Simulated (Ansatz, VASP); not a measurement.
# Cross-check of P (black phosphorus) between VASP and Ansatz

Aim: how closely do two programs agree when they are given the same cell, functional and k mesh? The cell is taken from a series of runs on this material, whose earlier steps may have relaxed, scaled, displaced or heated it; both programs get it as it stands.

Calculated with Ansatz 0.2.0; plane waves, with VASP 6.6.1 beside it; single point at HSE06.

**1. The structure**

The structure is orthorhombic, space group Cmce (No. 64). Conventional cell: a = 3.316 Å, b = 10.260 Å, c = 4.196 Å, α = 90.00°, β = 90.00°, γ = 90.00°. Nearest to P lie 3 P at 2.23 to 2.25 Å.

**2. Ansatz: single point, HSE06**

Ansatz runs on its PAW soft_1 files.

With cell and atoms fixed, the geometry can't cause a difference; cores, projectors, grids and the points listed under the comparison can.

Input file input.yaml:

```yaml
crystal:
  lattice:
    - [1.6578776569, -5.129919949, 0.0]
    - [1.6578776569, 5.129919949, 0.0]
    - [0.0, 0.0, 4.1957106637]
  atoms:
    - { symbol: P, position: [0.1056253511, 0.8943746489, 0.0725454696] }
    - { symbol: P, position: [0.6056253511, 0.3943746489, 0.4274545304] }
    - { symbol: P, position: [0.8943746489, 0.1056253511, 0.9274545304] }
    - { symbol: P, position: [0.3943746489, 0.6056253511, 0.5725454696] }
basis:
  ecutwfc: 420
  xc_grid: 2
hamiltonian:
  xc: hse06
  pseudopotentials: { kind: paw, azcp: { folder: soft_1 } }
kpoints:
  mp_grid: { grid: [6, 6, 5] }
scf:
  occupations: { method: fermi_dirac, width: 0.01 }
  max_iter: 150
output:
  forces: true
  stress: true
checkpoint:
  write: "../P.hse06.run"
  compress: false
  write_wavefunctions: false
  write_every: 100000
```

The run is started by

```console
$ ansatz run input.yaml --threads 4 --pin off --max-ram 13189MiB --backend cpu --events-out ev --progress --plain --runs-dir out
```

Numbers of over 12 decimals in the logs are rounded to 6 here.

Log:

```text
Warning: output.stress: scf.convergence.dr2_threshold = 1e-7 eV (the SCF's general default) is looser than the 4e-10 eV advised for a printed stress (1e-10 eV for each atom of the cell: 4). What an SCF threshold leaves in a stress goes as its square root, and in the free energy as the threshold itself, and one threshold admits the most on a small cell: [figures from the program's tests cut] Set scf.convergence.dr2_threshold to 4e-10 eV or tighter. The threshold is an SCF's pass mark: one that does not reach it within its budget of iterations ends unconverged, or closes short of it on a stop that the run arms, and scf.convergence.dr2_threshold's page says what that costs each kind of run
Warning: output.stress: scf.exx.energy_threshold = 1e-6 eV is looser than the 4e-8 eV advised for a stress under a hybrid functional (1e-8 eV for each atom of the cell: 4). Every SCF of the exchange loop can meet its threshold on dr2 while the loop round them stops early: no threshold on dr2 bounds what that leaves in the stress. Set scf.exx.energy_threshold to 4e-8 eV or tighter. The threshold is the loop's pass mark: a loop that does not reach it within its budget of cycles ends unconverged, and scf.exx.energy_threshold's page has the law
Engine: ansatz 0.2.0, aarch64-unknown-linux-gnu
Pseudopotentials: kind: paw
Pseudopotential: P, paw, valence charge 5, recommended cutoff 420 eV (normal), soft_1/P.paw.azcp
Functional definition: HSE06
  parameter a = 0.25
  parameter omega = 0.11/bohr
  exchange = pbe_x - a*pbe_x_sr(omega) + a*exact_x_sr(omega)
  correlation = pbe_c
Crystal: 4 atoms, lattice volume = 71.367 Å³
Basis set: ecut = 420 eV, 1383 PW (Γ), exchange–correlation on 80×80×60 points (8 copies of the dense FFT grid, shifted against one another)
Bands: 14, of which v1, the nominal top of the filled ones, is band 10 counted from 1 (9 counted from 0)
Symmetry: 8 space group operations
Space group: Cmce (ITA 64), of the structure as read, at distance tolerance 4.1e-5 Å
k-points: 39 of 180
Non-local potential: P, projectors of the file, l = 0: 2, l = 1: 2, l = 2: 1
PAW form: soft (Blöchl's): semilocal exchange-correlation on the pseudo side does not see the compensation charge
PAW frozen core: P, regenerated for the run's functional, and the local potential with it (the file was generated under x = pbe(κ = 0.804, μ = 0.219515), c = pbe(β = 0.066725))
PAW one-centre angular grid: P, 110 points (default); XC on 64 Gauss nodes
Initial density: superposition of atomic densities (chi_scale 0.1, normalization cell)
Initial wavefunctions: pseudopotential atomic-orbital guess
Functional: x = pbe(κ = 0.804, μ = 0.219515), c = pbe(β = 0.066725), warm-up for x = pbe(κ = 0.804, μ = 0.219515) + 0.25 (exact − pbe) at short range (hse, ω = 0.207870 Å⁻¹), c = pbe(β = 0.066725); HSE06 as pw.x's `hse` composes it (authors' and Libxc's form: `xc: wpbeh`)
SCF iter   1: F=—  HF=-3022.647047 eV  |F-HF|=—  |Δ(HF+E_count)|=         —  Δρ=4.04e-2  dr2=7.33e-1  ethr=1.00e-1  ⟨swp⟩=4.7  Hψ=1911  notcnv=0
preconditioner: auto → none  [insulator: Δε(μ)=0.077 eV  Ē_g=9.107 eV  σ=0.010 eV  W_gap=0.96  n_scr=12 (ndim 8)  ℏωp=19.7 eV  f_vac=0.000  D(μ)=0.13/eV (n_scr^D=0)]
SCF iter   2: F=—  HF=-3022.591328 eV  |F-HF|=—  |Δ(HF+E_count)|=   5.57e-2  Δρ=1.81e-2  dr2=1.36e-1  ethr=3.66e-3  ⟨swp⟩=3.6  Hψ=1334  notcnv=0  defer=9
iter 3 solved again at ethr=6.76e-6 eV; its pass at ethr=6.81e-4 eV (dr2=1.35e-3 eV) is discarded
SCF iter   3: F=—  HF=-3022.570630 eV  |F-HF|=—  |Δ(HF+E_count)|=   2.07e-2  Δρ=1.65e-3  dr2=1.37e-3  ethr=6.76e-6  ⟨swp⟩=5.6  Hψ=3224  notcnv=0  defer=23
SCF iter   4: F=—  HF=-3022.570305 eV  |F-HF|=—  |Δ(HF+E_count)|=   3.25e-4  Δρ=4.08e-4  dr2=7.85e-5  ethr=6.76e-6  ⟨swp⟩=3.4  Hψ=1209  notcnv=0  defer=11
SCF iter   5: F=—  HF=-3022.570322 eV  |F-HF|=—  |Δ(HF+E_count)|=   1.73e-5  Δρ=1.19e-4  dr2=3.69e-5  ethr=3.93e-7  ⟨swp⟩=3.6  Hψ=1314  notcnv=0  defer=6
SCF iter   6: F=—  HF=-3022.570312 eV  |F-HF|=—  |Δ(HF+E_count)|=   1.01e-5  Δρ=4.64e-5  dr2=2.01e-6  ethr=1.84e-7  ⟨swp⟩=3.1  Hψ=1225  notcnv=0  defer=2
SCF iter   7: F=—  HF=-3022.570312 eV  |F-HF|=—  |Δ(HF+E_count)|=   2.27e-7  Δρ=1.12e-5  dr2=7.87e-8  ethr=1.01e-8  ⟨swp⟩=3.1  Hψ=1220  notcnv=0  defer=2
SCF iter   8: F=—  HF=-3022.570312 eV  |F-HF|=—  |Δ(HF+E_count)|=   2.12e-8  Δρ=3.43e-6  dr2=5.48e-9  ethr=3.93e-10  ⟨swp⟩=3.0  Hψ=1254  notcnv=0  defer=1
SCF iter   9: F=-3022.570312 eV  HF=-3022.570312 eV  |F-HF|=1.36e-10  |Δ(HF+E_count)|=   1.51e-9  Δρ=9.31e-7  dr2=5.49e-10  ethr=2.74e-11  ⟨swp⟩=3.1  Hψ=1070  notcnv=0
SCF 1 converged in 9 iterations: F = -3022.570312 eV  dr2 = 5.49e-10
  greatest PAW one-centre occupation: 0.809 electrons in one spin orbital (limit 2), on the P atom at site 3 (counted from 0), in its partial waves of l = 0
Initial density: handed on by an earlier stage of this run
Initial wavefunctions: those handed on with the density
Functional: x = pbe(κ = 0.804, μ = 0.219515) + 0.25 (exact − pbe) at short range (hse, ω = 0.207870 Å⁻¹), c = pbe(β = 0.066725); HSE06 as pw.x's `hse` composes it (authors' and Libxc's form: `xc: wpbeh`)
Exchange kernel: α = 0.2500, screened, ω = 0.2079 Å⁻¹, Wigner–Seitz truncation, v(0) = 1046.0574 eV·Å³, q-mesh 6×6×5, nearest image of the exchange supercell L = 19.89 Å, pair-density grid 24×24×18, without the augmentation charges, whose exchange is taken in its separable form by FFT convolution over the k-point mesh (sized by the pseudopotential files, 24×36×30 at the most), smooth part of the exact exchange by density-matrix convolution
Frozen-core exchange: fock
[...]
SCF iter   1: F=—  HF=-3024.362094 eV  |F-HF|=—  |Δ(HF+E_count)|=         —  Δρ=4.45e-3  dr2=1.34e-2  ethr=5.80e-5  ⟨swp⟩=4.5  Hψ=3021  notcnv=0
preconditioner: auto → none  [insulator: Δε(μ)=0.397 eV  Ē_g=10.435 eV  σ=0.010 eV  W_gap=1.00  n_scr=12 (ndim 8)  ℏωp=19.7 eV  f_vac=0.000  D(μ)=0.00/eV (n_scr^D=0)]
SCF iter   2: F=—  HF=-3024.368578 eV  |F-HF|=—  |Δ(HF+E_count)|=   6.48e-3  Δρ=2.60e-3  dr2=2.96e-3  ethr=5.80e-5  ⟨swp⟩=3.4  Hψ=1428  notcnv=0  defer=1
SCF iter   3: F=—  HF=-3024.367867 eV  |F-HF|=—  |Δ(HF+E_count)|=   7.11e-4  Δρ=5.35e-4  dr2=2.03e-4  ethr=1.45e-5  ⟨swp⟩=3.4  Hψ=1292  notcnv=0  defer=7
SCF iter   4: F=—  HF=-3024.367818 eV  |F-HF|=—  |Δ(HF+E_count)|=   4.92e-5  Δρ=8.75e-5  dr2=8.57e-6  ethr=9.56e-7  ⟨swp⟩=3.3  Hψ=1350  notcnv=0  defer=5
SCF iter   5: F=-3024.367817 eV  HF=-3024.367818 eV  |F-HF|=6.54e-7  |Δ(HF+E_count)|=   6.54e-8  Δρ=3.12e-5  dr2=9.00e-7  ethr=3.66e-8  ⟨swp⟩=3.4  Hψ=1343  notcnv=0  defer=2
SCF 2 stopped early in 5 iterations: F = -3024.367817 eV  dr2 = 9.00e-7
  Residual-converged pass: ⟨swp⟩=4.8  Hψ=1676  notcnv=0  max |occ|·‖R‖ = 6.5e-6 eV (tolerance 6.7e-6 eV)  dr2=9.52e-7  dr2_onsite=3.43e-8  max |Δocc| = 4.9e-14
  greatest PAW one-centre occupation: 0.803 electrons in one spin orbital (limit 2), on the P atom at site 3 (counted from 0), in its partial waves of l = 0
hybrid outer 1: dexx = +1.374e-2 eV, tail = 4.97e-6 eV
Exchange kernel: α = 0.2500, screened, ω = 0.2079 Å⁻¹, Wigner–Seitz truncation, v(0) = 1046.0574 eV·Å³, q-mesh 6×6×5, nearest image of the exchange supercell L = 19.89 Å, pair-density grid 24×24×18, without the augmentation charges, whose exchange is taken in its separable form by FFT convolution over the k-point mesh (sized by the pseudopotential files, 24×36×30 at the most), smooth part of the exact exchange by density-matrix convolution
Frozen-core exchange: fock
SCF iter   1: F=—  HF=-3024.367703 eV  |F-HF|=—  |Δ(HF+E_count)|=         —  Δρ=1.86e-5  dr2=1.85e-7  ethr=1.24e-7  ⟨swp⟩=4.9  Hψ=1403  notcnv=0
preconditioner: auto → none  [insulator: Δε(μ)=0.396 eV  Ē_g=10.460 eV  σ=0.010 eV  W_gap=1.00  n_scr=12 (ndim 8)  ℏωp=19.7 eV  f_vac=0.000  D(μ)=0.00/eV (n_scr^D=0)]
SCF iter   2: F=—  HF=-3024.367704 eV  |F-HF|=—  |Δ(HF+E_count)|=   2.23e-7  Δρ=1.25e-5  dr2=7.08e-8  ethr=8.41e-10  ⟨swp⟩=4.1  Hψ=1558  notcnv=0  defer=1
SCF iter   3: F=—  HF=-3024.367704 eV  |F-HF|=—  |Δ(HF+E_count)|=   7.72e-9  Δρ=3.94e-6  dr2=3.72e-8  ethr=3.46e-10  ⟨swp⟩=3.5  Hψ=1270  notcnv=0  defer=2
SCF iter   4: F=—  HF=-3024.367704 eV  |F-HF|=—  |Δ(HF+E_count)|=   1.36e-8  Δρ=6.64e-7  dr2=5.40e-10  ethr=1.78e-10  ⟨swp⟩=3.3  Hψ=1267  notcnv=0  defer=2
SCF iter   5: F=-3024.367704 eV  HF=-3024.367704 eV  |F-HF|=3.96e-11  |Δ(HF+E_count)|=  2.03e-10  Δρ=2.92e-7  dr2=7.52e-11  ethr=2.05e-12  ⟨swp⟩=4.2  Hψ=1665  notcnv=0  defer=2
SCF 3 converged in 5 iterations: F = -3024.367704 eV  dr2 = 7.52e-11
  Residual-converged pass: ⟨swp⟩=3.4  Hψ=1278  notcnv=0  max |occ|·‖R‖ = 2.7e-7 eV (tolerance 2.7e-7 eV)  dr2=7.66e-11  dr2_onsite=3.99e-13  max |Δocc| = 4.4e-18
  greatest PAW one-centre occupation: 0.803 electrons in one spin orbital (limit 2), on the P atom at site 2 (counted from 0), in its partial waves of l = 0
hybrid outer 2: dexx = +2.153e-7 eV, tail = 5.15e-10 eV, Δε = 7.96e-4 eV (about 8.64e-6 eV left of the loop's levels), ΔF = 2.07e-3 eV/Å (tail 8.83e-5)
hybrid SCF converged: 2 outer / 10 inner (+9 warm-up), last move |dexx| = 2.15e-7 eV, tail = 5.15e-10 eV
Stability not checked: this state was not tested for a lower state beside it, because the functional holds exact exchange (a hybrid, or Hartree-Fock), whose exchange loop this test does not read (fock_operator; see scf.lower_state_search)
Free energy (F): -3024.367704 eV
Frozen-core exchange: fock
Harris-Foulkes:  -3024.367704 eV  (|F-HF|=3.96e-11)
Internal energy: -3024.367704 eV  (E = F + TS)
E sigma→0 (E₀):  -3024.367704 eV
Fermi energy:    8.398126 eV
--- Per-component energies (eV) ---
  E_band       = 12.046019
  E_kinetic    = 274.738496
  E_local      = -216.428442  (includes V_loc(G=0)·N_el)
  E_nonlocal   = 127.668637
  E_hartree    = 59.992032
  E_xc         = -236.107498
  E_vxc        = -198.484624  (∫ρ·V_xc dr)
  E_exx        = -32.152243  (= α·E_x^exact, valence–valence)
  E_paw        = -2256.883977  (= ΣΔE_a)
  E_vpaw       = -31.127701  (= ΣTr[D̂ρ^β])
  E_aug_tail   = -0.000001  (compensation charges beyond the density's cutoff)
  E_ewald      = -744.892099
  E_core_change = -0.302608  (= ΣΔE_core)
  E_smearing   = -0.000000  (= −TS)
  E_closure    = -0.000000  (closes the sum)
  Σ components = -3024.367704   (vs F -3024.367704, Δ=4.55e-13)
--- Forces (eV/Å), atoms counted from 1 ---
  atom   1  P      0.00000000     0.31135483     0.31146160
  atom   2  P      0.00000000     0.31135483    -0.31146160
  atom   3  P      0.00000000    -0.31135483    -0.31146160
  atom   4  P      0.00000000    -0.31135483     0.31146160
  max |Σ_I F_I| component: 5.55e-17 eV/Å
--- Stress (GPa, compression-positive) ---
        1.611394       0.000000       0.000000
        0.000000       0.111066       0.000000
        0.000000       0.000000       1.040997
  P = ⅓ Tr σ = 0.9212 GPa (9.212 kbar)
--- Band table (eV; the first three rows and the last of 39) ---
  k-point 0: bands = [... 6 lower, 3.6489, 4.8871, 5.2243, 6.5683, 9.6619, 9.9844]
  k-point 1: bands = [... 6 lower, 3.8632, 5.2101, 5.3149, 6.7143, 10.0802, 10.4773]
  k-point 2: bands = [... 6 lower, 4.4132, 4.9802, 6.1319, 7.7982, 9.9273, 10.4903]
  k-point 38: bands = [... 6 lower, 5.0401, 5.2729, 6.3834, 7.5599, 9.6473, 10.2396]
  guard bands above this table: 2 of the run's 14 bands. The solve was not asked for them (output.publish_guard_bands: true or output.eigenvalues: true publishes all)
```

The run ends at a pressure of 0.92 GPa, with forces up to 0.44 eV/Å.

[end of part 1 of 2]

[Lines on the potential files, build, host, timing and source positions are cut from VASP's logs without a mark.]

[Logs are printed without paths, hosts, clocks, repeated set-up lines and the standing remarks that a program may print on its own settings, such as how far it seeks lower states.]

[Hosts, paths, dates, database ids (printed as entryN), source tags and the programs' standing remarks are cut or masked in the printed files.]
